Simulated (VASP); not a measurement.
Runs of VASP 6.6.1 on WAu. Symmetry: F-43m, No. 216, cubic system. Conventional cell: a = 5.496 Å, b = 5.496 Å, c = 5.496 Å, α = 90.00°, β = 90.00°, γ = 90.00°. Around W (site symmetry -43m) lie 4 Au at 2.38 Å. Au (site symmetry -43m) is surrounded by 4 W at 2.38 Å. The cell was built by a generator and needn't be a form met in nature.

| task | potentials or basis | cell | other keys | gap on the mesh (eV) | pressure (GPa) | relaxed volume (Å³/atom) |
| --- | --- | --- | --- | --- | --- | --- |
| relaxation of cell and atoms | VASP PAW PBE potentials, release 64 (W_sv, Au) | relaxed | - | none | -0.1 | 24.65 |
| relaxation of cell and atoms | VASP PAW PBE potentials, release 54 (W, Au) | relaxed | - | none | 0.0 | 24.37 |
| relaxation of cell and atoms | VASP PAW PBE potentials, release 64 (W_sv_GW, Au_sv_GW) | relaxed | - | none | 0.0 | (a) |
| relaxation of cell and atoms | VASP PAW PBE potentials, release 54 (W_sv, Au) | relaxed | - | none | -0.1 | 24.65 |
| relaxation of shape and atoms at fixed volume | VASP PAW PBE potentials, release 64 (W_sv, Au) | relaxed at fixed volume | ISIF = 4; EDIFF = 1e-05; PREC = Normal | none | 33.2 | - |
| relaxation of cell and atoms | VASP PAW PBE potentials, release 64 (W_sv_GW, Au_GW) | relaxed | - | none | 0.0 | 24.45 |
| relaxation of cell and atoms | VASP PAW PBE potentials, release 64 (W, Au) | relaxed | - | none | 0.0 | 24.37 |

Alike in all rows: level PBE; no spin polarisation; k mesh 8 × 8 × 8; cutoff (eV) 600; smearing fermi-dirac 0.05 eV.

Q: Estimate the missing entries.

A: (a) 24.47.

Caveats: the volume moved by over 15 % at a fixed basis, so the end points are rough (some runs); the relaxation stopped at its first step, so nothing moved (some runs); a pressure of tens of GPa on the cell as given is suspect, and the run, the potentials or the cell itself is likely at fault (some runs).

A k mesh can miss the band edges, and the runs leave out spin-orbit coupling on Au, W.

A gap of «none» marks a metal or a gap under the smearing width.

The runs don't all hold the same shells in valence.
